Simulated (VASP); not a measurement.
VASP ran on this input.

File KPOINTS:
```
Automatic mesh
0
Gamma
1 1 1
0 0 0
```

**INCAR**
```
SIGMA=0.272
ALGO=Normal   # blocked Davidson
LCHARG=.FALSE.
ISIF=2   # forces and stress, cell fixed
ENCUT=240   # plane-wave cut-off (eV)
EDIFF=1E-6   # SCF stop (eV)
NELM=100   # most electronic steps
SYSTEM=MgC2
ISMEAR=1
LWAVE=.FALSE.
PREC=Accurate
LASPH=.TRUE.
LREAL=.FALSE.
```

POSCAR:
```
MgC2
3.9124570
  1.0000000000   0.0000000000   0.0000000000
  0.0000000000   1.0000000000   0.0000000000
  0.0000000000   0.0000000000   1.2623052471
Mg C
2 4
Cart
  0.5000000000   0.5000000000   0.0000000000
  0.0000000000   0.0000000000   0.6311526235
  0.8876600000   0.8876600000   0.0000000000
  0.1123400000   0.1123400000   0.0000000000
  0.6123400000   0.3876600000   0.6311526235
  0.3876600000   0.6123400000   0.6311526235
```

POTCAR, in this order: Mg C (LDA.64 set). Program: vasp_std.

Question: Write an equivalent input for Quantum ESPRESSO's pw.x.

Answer: One equivalent input (not run):
```
&CONTROL
  calculation = 'scf'
  pseudo_dir = './pseudo'
  outdir = './out'
  tprnfor = .true.
  tstress = .true.
/
&SYSTEM
  ibrav = 0
  nat = 6
  ntyp = 2
  ecutwfc = 84
  occupations = 'smearing'
  smearing = 'methfessel-paxton'
  degauss = 0.01999
  input_dft = 'pz'
/
&ELECTRONS
  conv_thr = 7.3e-08
  electron_maxstep = 100
/
ATOMIC_SPECIES
  Mg 24.305 Mg.upf
  C 12.011 C.upf
CELL_PARAMETERS angstrom
     3.9124570    0.0000000    0.0000000
     0.0000000    3.9124570    0.0000000
     0.0000000    0.0000000    4.9387150
ATOMIC_POSITIONS crystal
  Mg   0.5000000  0.5000000  0.0000000
  Mg   0.0000000  0.0000000  0.5000000
  C    0.8876600  0.8876600  0.0000000
  C    0.1123400  0.1123400  0.0000000
  C    0.6123400  0.3876600  0.5000000
  C    0.3876600  0.6123400  0.5000000
K_POINTS automatic
  1 1 1 0 0 0
```
The two are equivalent in intent, not identical: the potentials are each code's own (VASP's PAW set, PseudoDojo norm-conserving files in pw.x), so ENCUT and ecutwfc are chosen apart and not converted; conv_thr bounds pw.x's estimated SCF error, while EDIFF bounds the energy change between steps.

The structure comes from a computed database's MgC2 entry; how it stands against other phases isn't given here. The cell was not relaxed at this level. The k-mesh is coarse (spacing up to 1.61 per Å, 2π included), so the numbers may not be converged in it. The run is one of a series of settings (ENCUT = 240, ISMEAR = 1, SIGMA = 0.272, KPOINTS 1×1×1 Γ-centred mesh against the base run), some of them coarse on purpose.
